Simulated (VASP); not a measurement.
Consider the following.

```xyz
8
Lattice="4.4046 0.0000 0.0000 0.0000 4.4046 0.0000 0.0000 0.0000 4.4046" Properties=species:S:1:pos:R:3 pbc="T T T"
Fe     3.8000     2.8068     1.5977
Fe     1.5977     3.8000     2.8068
Fe     0.6046     0.6046     0.6046
Fe     2.8068     1.5977     3.8000
Si     0.6999     1.5024     2.9021
Si     2.9021     0.6999     1.5024
Si     3.7047     3.7047     3.7047
Si     1.5024     2.9021     0.6999
```

Level of theory: PBEsol GGA, VASP's PBE PAW potentials (set 64) (plane waves; VASP). Settings: 400 eV cut-off, 6×6×6 Γ-centred mesh, tetrahedra with Blöchl corrections, potentials Fe Si.

### Question
Estimate the energy per atom (σ→0).

### Answer

```yaml
energy per atom (σ→0): -769.8 kJ/mol-atom
```

Only differences to runs with the same potentials and settings are physical.

The compound is FeSi in the B20 structure. It was relaxed first, which changed the volume by -6 %. The run is not spin-polarised, so no magnetic state was tried.
